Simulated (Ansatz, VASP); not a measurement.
# Cross-check of Se between VASP and Ansatz, part 2 of 2

One calculation is typed for both programs; each brings its own data sets and cutoff. How far apart do they land? The cell is taken from a series of VASP runs on this material, whose earlier steps may have relaxed, scaled or displaced it; both programs get it as it stands.

VASP 6.6.1 and Ansatz 0.2.0.

So far: Starting point; Ansatz: band structure, HSE06.

### 3. VASP: band structure, HSE06

Level of this step: HSE06; plane waves and PAW (Se) (VASP).

The same cell, functional, mesh and smearing now go to VASP, with its own data sets and cutoff.

Lines of VASP's logs that name or quote its potential files are left out, and so is its time.

The run reads the wave functions of an earlier VASP run, which isn't shown here.

INCAR reads:

```
SYSTEM = Se
PREC = Accurate
ENCUT = 400
EDIFF = 1E-06
NELM = 100
ISMEAR = 0
SIGMA = 0.02
LREAL = .FALSE.
ALGO = Normal
LHFCALC = .TRUE.
AEXX = 0.25
GGA = PE
HFSCREEN = 0.2
LASPH = .TRUE.
NBANDS = 15
PRECFOCK = Fast
LORBIT = 11
LWAVE = .FALSE.
LCHARG = .FALSE.
KPAR = 4
ISIF = 2
```

POSCAR reads:

```
Se
1.0
    4.3661999490      0.0000000000      0.0000000000
   -2.1830999740      3.7812400740      0.0000000000
    0.0000000000      0.0000000000      4.9536000000
Se
3
Direct
    0.2320588278      0.0000000000      0.3333333330
    0.0000000000      0.2320588278      0.6666666670
    0.7679411722      0.7679411722      0.0000000000
```

KPOINTS reads:

```
Automatic mesh
0
Gamma
4 4 4
0 0 0
```

KPOINTS_OPT reads:

```
Line mode
8
Line-mode
Reciprocal
  0.00000000   0.00000000   0.00000000 GAMMA
  0.50000000   0.00000000   0.00000000 M

  0.50000000   0.00000000   0.00000000 M
  0.33333333   0.33333333   0.00000000 K

  0.33333333   0.33333333   0.00000000 K
  0.00000000   0.00000000   0.00000000 GAMMA

  0.00000000   0.00000000   0.00000000 GAMMA
  0.00000000   0.00000000   0.50000000 A

  0.00000000   0.00000000   0.50000000 A
  0.50000000   0.00000000   0.50000000 L

  0.50000000   0.00000000   0.50000000 L
  0.33333333   0.33333333   0.50000000 H

  0.33333333   0.33333333   0.50000000 H
  0.00000000   0.00000000   0.50000000 A

  0.50000000   0.00000000   0.50000000 L
  0.50000000   0.00000000   0.00000000 M

  0.33333333   0.33333333   0.00000000 K
  0.33333333   0.33333333   0.50000000 H
```

The projector-augmented-wave data sets are Se (PBE family, release 64).

Run with:

```sh
$ mpirun -np 4 vasp_std
```

Numbers of over 12 decimals in the logs are rounded to 6 here.

What it wrote:

```text
[banner, memory and clock lines left out]
running    4 mpi-ranks, on    1 nodes
 distrk:  each k-point on    1 cores,    4 groups
 distr:  one band on    1 cores,    1 groups

 POSCAR found type information on POSCAR Se
 POSCAR found :  1 types and       3 ions
 LDA part: xc-table for (Slater+PW92), standard interpolation
 found WAVECAR, reading the header
 POSCAR, INCAR and KPOINTS ok, starting setup
 FFT: planning ... GRIDC
 FFT: planning ... GRID_SOFT
 FFT: planning ... GRID
 reading WAVECAR
 the WAVECAR file was read successfully
 initial charge from wavefunction
 entering main loop
       N       E                     dE             d eps       ncg     rms          rms(c)
DAV:   1    -0.132442611813E+02   -0.13244E+02   -0.70872E-01   390   0.606E+00    0.198E+00
DAV:   2    -0.132546998264E+02   -0.10439E-01   -0.32709E-02   397   0.106E+00    0.128E+00
DAV:   3    -0.132522497232E+02    0.24501E-02   -0.25213E-03   509   0.298E-01    0.739E-01
DAV:   4    -0.132514056602E+02    0.84406E-03   -0.80210E-04   488   0.179E-01    0.391E-01
DAV:   5    -0.132511610562E+02    0.24460E-03   -0.19017E-04   474   0.905E-02    0.211E-01
DAV:   6    -0.132510875059E+02    0.73550E-04   -0.47214E-05   467   0.461E-02    0.115E-01
DAV:   7    -0.132510662165E+02    0.21289E-04   -0.14178E-05   467   0.255E-02    0.625E-02
DAV:   8    -0.132510606602E+02    0.55563E-05   -0.45226E-06   467   0.146E-02    0.337E-02
DAV:   9    -0.132510595842E+02    0.10761E-05   -0.13479E-06   265   0.833E-03    0.184E-02
DAV:  10    -0.132510596368E+02   -0.52638E-07   -0.55468E-07   265   0.571E-03
   1 F= -.13251060E+02 E0= -.13251060E+02  d E =-.404483E-23
 Start KPOINTS_OPT (optional k-point list driver)
k-point batch [1-13\72]
       N       E                     dE             ncg
DAV:   1     0.102782684714E+03   -0.35847E+04      390
DAV:   2    -0.993158149100E+03   -0.10959E+04      474
DAV:   3    -0.110602938247E+04   -0.11287E+03      446
DAV:   4    -0.110787988738E+04   -0.18505E+01      488
DAV:   5    -0.110789509382E+04   -0.15206E-01      502
DAV:   6    -0.110789521919E+04   -0.12537E-03      481
DAV:   7    -0.110789522069E+04   -0.15041E-05      403
DAV:   8    -0.110789522075E+04   -0.56152E-07      370
[...]
k-point batch [66-72\72]
       N       E                     dE             ncg
DAV:   1     0.288196559903E+04   -0.34581E+04      210
DAV:   2     0.232969986191E+04   -0.55227E+03      273
DAV:   3     0.227372024742E+04   -0.55980E+02      231
DAV:   4     0.227273099057E+04   -0.98926E+00      266
DAV:   5     0.227272086603E+04   -0.10125E-01      273
DAV:   6     0.227272077838E+04   -0.87658E-04      273
DAV:   7     0.227272077728E+04   -0.11019E-05      205
DAV:   8     0.227272077724E+04   -0.37094E-07      203
```

Parts of OUTCAR (step 3):

```text
ion  position               nearest neighbor table
   1  0.232  0.000  0.333-   3 2.41   2 2.41
   2  0.000  0.232  0.667-   3 2.41   1 2.41
   3  0.768  0.768  0.000-   2 2.41   1 2.41

  LATTYP: Found a hexagonal cell.
 ALAT       =     4.3661999490
 C/A-ratio  =     1.1345334748

 Subroutine GETGRP returns: Found  6 space group operations
 (whereof  2 operations were pure point group operations)

The static configuration has the point symmetry C_2 .
 The point group associated with its full space group is D_3 .

 Found     13 irreducible k-points:

   k-points           NKPTS =     13   k-points in BZ     NKDIM =     64   number of bands    NBANDS=     15

   dimension x,y,z NGX =    28 NGY =   28 NGZ =   32
   dimension x,y,z NGXF=    56 NGYF=   56 NGZF=   64

   ENCUT  =  400.0 eV  29.40 Ry    5.42 a.u.   7.12  7.12  8.08*2*pi/ulx,y,z

   NELECT =      18.0000    total number of electrons

 k-points in reciprocal lattice and weights: Automatic mesh
   0.00000000  0.00000000  0.00000000       0.016
   0.25000000  0.00000000  0.00000000       0.094
   0.50000000  0.00000000  0.00000000       0.047
   0.25000000  0.25000000  0.00000000       0.094
   0.00000000  0.00000000  0.25000000       0.031
   0.25000000  0.00000000  0.25000000       0.094
   0.00000000  0.25000000  0.25000000       0.094
   0.50000000  0.00000000  0.25000000       0.094
   0.25000000  0.25000000  0.25000000       0.188
   0.00000000  0.00000000  0.50000000       0.016
   0.25000000  0.00000000  0.50000000       0.094
   0.50000000  0.00000000  0.50000000       0.047
   0.25000000  0.25000000  0.50000000       0.094

  exchange ACFDT corr.  =         0.00000000  see jH, gK, PRB 81, 115126

 average (electrostatic) potential at core
       1 -52.6298       2 -52.6298       3 -52.6298

 E-fermi :   2.3270

 k-point     1 :       0.0000    0.0000    0.0000
  band No.  band energies     occupation
    ...
      5      -1.7951      2.00000
      6      -1.7951      2.00000
      7      -0.1333      2.00000
      8      -0.1333      2.00000
      9       1.5210      2.00000
     10       4.7685      0.00000
     11       4.7685      0.00000
     12       4.9727      0.00000
     13       9.3466      0.00000
     14       9.5638      0.00000
    ...

 k-point     2 :       0.2500    0.0000    0.0000
  band No.  band energies     occupation
    ...
      5      -2.4233      2.00000
      6      -1.7672      2.00000
      7      -0.0275      2.00000
      8       0.4345      2.00000
      9       1.1701      2.00000
     10       4.7063      0.00000
     11       4.8205      0.00000
     12       5.6008      0.00000
     13       8.9014      0.00000
     14       9.3983      0.00000
    ...

 k-point     3 :       0.5000    0.0000    0.0000
  band No.  band energies     occupation
    ...
      5      -2.8248      2.00000
      6      -1.6552      2.00000
      7      -0.9997      2.00000
      8       0.3291      2.00000
      9       1.0002      2.00000
     10       4.7591      0.00000
     11       5.0910      0.00000
     12       7.0842      0.00000
     13       8.1345      0.00000
     14      10.8703      0.00000
    ...

  Total       -0.4866670     -0.4866670     -0.8431542     -0.0000000      0.0000000     -0.0000000
  in kB       -9.5341864     -9.5341864    -16.5180494     -0.0000000      0.0000000     -0.0000000
  external PRESSURE =     -11.8621407 kB  Pullay stress =       0.0000000 kB

  energy-cutoff  :      400.00
  volume of cell :       81.78
      direct lattice vectors                 reciprocal lattice vectors
     4.366199949  0.000000000  0.000000000     0.229032113  0.132231752  0.000000000
    -2.183099974  3.781240074  0.000000000     0.000000000  0.264463504  0.000000000
     0.000000000  0.000000000  4.953600000     0.000000000  0.000000000  0.201873385

 POSITION                                       TOTAL-FORCE (eV/Angst)
 -----------------------------------------------------------------------------------
      1.01322      0.00000      1.65120        -0.654993     -0.000000     -0.000000
     -0.50661      0.87747      3.30240         0.327497     -0.567241      0.000000
      1.67649      2.90377      0.00000         0.327497      0.567241     -0.000000
 -----------------------------------------------------------------------------------
    total drift:                                0.000000      0.000001      0.000000

  FREE ENERGIE OF THE ION-ELECTRON SYSTEM (eV)
  ---------------------------------------------------
  free  energy   TOTEN  =       -13.2510596368 eV

  energy  without entropy=      -13.2510596368  energy(sigma->0) =      -13.25105964

 total charge
# of ion       s       p       d       tot
------------------------------------------
    1        1.526   2.189   0.054   3.769
    2        1.526   2.189   0.054   3.769
    3        1.526   2.189   0.054   3.769
--------------------------------------------------
tot          4.579   6.566   0.162  11.307

[... 3 further parts left out ...]
```

The k-mesh is coarse for exact exchange; levels may shift by about 0.1 eV on a finer one. The PAW data sets were made with PBE, which is usual practice but a small mismatch for other functionals.

### 4. Comparison

Known differences besides the potentials themselves: exact exchange at q = 0 is treated differently, which shows on coarse meshes; VASP keeps PBE cores, Ansatz makes them for the functional; the data sets hold 48 valence electrons in Ansatz (default PAW (the set named soft_2) files) and 18 in VASP; the cutoff is 420 eV in Ansatz and 400 eV in VASP; VASP takes a coarser grid for exact exchange (PRECFOCK = Fast). Total energies have different zeros and are not compared.

The two programs side by side:

```tsv
quantity	Ansatz	VASP	difference
pressure (GPa)	-0.98	-1.19	+0.21
gap over the path points (eV)	1.740	1.752	-0.012
```

Forces (eV/Å; atoms numbered as in POSCAR):

```tsv
atom	Ansatz x, y, z	VASP x, y, z
Se1	-0.619, 0.000, 0.000	-0.655, 0.000, 0.000
Se2	0.309, -0.536, 0.000	0.327, -0.567, 0.000
Se3	0.309, 0.536, 0.000	0.327, 0.567, 0.000
```

Levels at points of the path, from each program's valence-band top (eV; 4 filled, then empty):

```tsv
k (reciprocal lattice)	Ansatz	VASP
0.000 0.000 0.000	-4.00 -2.33 -2.33 -0.67 2.58 2.58 2.77	-3.99 -2.32 -2.32 -0.67 2.58 2.58 2.78
0.429 0.000 0.000	-3.93 -3.01 -1.86 -1.18 2.56 2.87 4.70	-3.92 -3.00 -1.86 -1.18 2.57 2.88 4.70
0.405 0.190 0.000	-3.51 -3.16 -2.37 -1.71 3.13 3.63 4.60	-3.50 -3.15 -2.36 -1.70 3.13 3.63 4.60
0.190 0.190 0.000	-3.71 -2.51 -1.93 -1.41 2.88 3.11 3.66	-3.70 -2.50 -1.92 -1.40 2.88 3.11 3.67
0.000 0.000 0.071	-3.87 -2.37 -2.23 -0.71 2.52 2.53 2.71	-3.86 -2.36 -2.23 -0.71 2.52 2.53 2.72
0.000 0.000 0.429	-3.58 -2.00 -1.64 -1.42 1.74 1.82 1.97	-3.57 -2.00 -1.64 -1.41 1.75 1.84 1.97
0.000 0.000 0.500	-3.61 -1.84 -1.84 -1.37 1.75 1.75 1.95	-3.60 -1.83 -1.83 -1.37 1.76 1.76 1.95
0.429 0.000 0.500	-4.54 -2.22 -1.59 -0.15 2.49 3.33 3.67	-4.52 -2.21 -1.58 -0.15 2.48 3.33 3.67
0.500 0.000 0.500	-4.58 -2.24 -1.60 0.00 2.45 3.41 3.68	-4.56 -2.23 -1.59 0.00 2.44 3.41 3.69
0.381 0.238 0.500	-5.31 -1.15 -0.80 -0.11 1.96 3.32 3.48	-5.29 -1.15 -0.79 -0.11 1.95 3.33 3.48
```

The forces differ by 21 meV/Å r.m.s., which is 5.6 % of the r.m.s. force of 0.38 eV/Å (both taken over all components). Among the levels compared at these points, filled levels agree within 19 meV and empty ones within 14 meV.

### 5. Other set-ups

Further runs change the set-up of one program: Ansatz's method, potentials or start, or VASP's data sets, cutoff or form of LDA. The table gives Ansatz less VASP for each quantity, since a change that brings one quantity closer may part another.

```tsv
run	r.m.s. force difference (meV/Å)	pressure (GPa)	gap over the path points (eV)
as above	21	0.21	-0.012
cores kept as stored	20	0.20	-0.011
Ansatz's larger PAW set (cutoff 580 eV)	19	0.20	-0.0043
```

### 6. Outcome

* r.m.s. force difference (band structure, HSE06): 5.6 % of the r.m.s. force

What this shows: The r.m.s. force difference is 5.6 % of the r.m.s. force (band structure, HSE06), beyond the 3 % picked in this series as the mark of a large difference. Band structure, HSE06, Ansatz's larger PAW set (cutoff 580 eV): the difference in gap over the path points goes from -0.012 to -0.0043 eV. 1 further run of this series is not shown here. Such differences can come from data sets, numerical settings and the points named under the comparisons, not from the functional's error against experiment.

[Lines on the potential files, build, host, timing and source positions are cut from VASP's logs without a mark.]

[Logs are printed without paths, hosts, clocks, repeated set-up lines and the standing remarks that a program may print on its own settings, such as how far it seeks lower states.]

[Hosts, paths, dates, database ids (printed as entryN), source tags and the programs' standing remarks are cut or masked in the printed files.]
